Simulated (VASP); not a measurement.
```
CELL_PARAMETERS angstrom
      4.74499     0.00000     0.00000
      0.00000     4.74499     0.00000
      0.00000     0.00000     3.16783
ATOMIC_POSITIONS crystal
  Zn 0.00000 0.00000 0.00000
  Zn 0.50000 0.50000 0.50000
  F  0.30302 0.30302 0.00000
  F  0.80302 0.19698 0.50000
  F  0.19698 0.80302 0.50000
  F  0.69698 0.69698 0.00000
```

These are rev-vdW-DF2, VASP's PBE PAW potentials (set 64) (plane waves; VASP) values and carry that method's errors. Numerical set-up: 520 eV cut-off, Gaussian smearing of 0.050 eV, potentials Zn F.

Give the energies of bands 15 to 28 at the high-symmetry points, in eV from the valence-band maximum.

```json
[
 {"band": "15", "Γ": "-2.94", "X": "-2.71", "M": "-2.94", "Z": "-2.84", "R": "-2.99", "A": "-2.84"},
 {"band": "16", "Γ": "-2.94", "X": "-2.71", "M": "-2.94", "Z": "-2.84", "R": "-2.99", "A": "-2.84"},
 {"band": "17", "Γ": "-2.89", "X": "-2.10", "M": "-2.45", "Z": "-2.67", "R": "-2.85", "A": "-2.47"},
 {"band": "18", "Γ": "-2.49", "X": "-2.10", "M": "-2.45", "Z": "-2.67", "R": "-2.85", "A": "-2.47"},
 {"band": "19", "Γ": "-1.88", "X": "-1.89", "M": "-2.03", "Z": "-1.61", "R": "-2.37", "A": "-1.35"},
 {"band": "20", "Γ": "-1.58", "X": "-1.89", "M": "-2.03", "Z": "-1.61", "R": "-2.37", "A": "-1.35"},
 {"band": "21", "Γ": "-1.37", "X": "-1.47", "M": "-1.57", "Z": "-1.27", "R": "-1.61", "A": "-1.35"},
 {"band": "22", "Γ": "-1.37", "X": "-1.47", "M": "-1.57", "Z": "-1.27", "R": "-1.61", "A": "-1.35"},
 {"band": "23", "Γ": "-1.03", "X": "-0.60", "M": "-1.15", "Z": "-1.26", "R": "-1.24", "A": "-1.21"},
 {"band": "24", "Γ": "-0.33", "X": "-0.60", "M": "-1.15", "Z": "-1.26", "R": "-1.24", "A": "-1.21"},
 {"band": "25", "Γ": "-0.33", "X": "-0.41", "M": "-0.35", "Z": "-1.22", "R": "-0.04", "A": "-0.76"},
 {"band": "26", "Γ": "0.00", "X": "-0.41", "M": "-0.35", "Z": "-1.22", "R": "-0.04", "A": "-0.76"},
 {"band": "27", "Γ": "3.42", "X": "6.00", "M": "6.88", "Z": "8.07", "R": "8.55", "A": "7.92"},
 {"band": "28", "Γ": "9.11", "X": "6.00", "M": "6.88", "Z": "8.07", "R": "8.55", "A": "7.92"}
]
```

The gap is direct, 3.42 eV, from the valence maximum at Γ to the conduction minimum at Γ.

Measured: gap 7.50 eV (computed value off by -4.08 eV), as given by Dominik Kurzydłowski et al., Inorganic Chemistry (2020), arXiv:1912.01850 [midpoint of the printed range].

The compound is ZnF2 in the rutile structure. It was relaxed first.
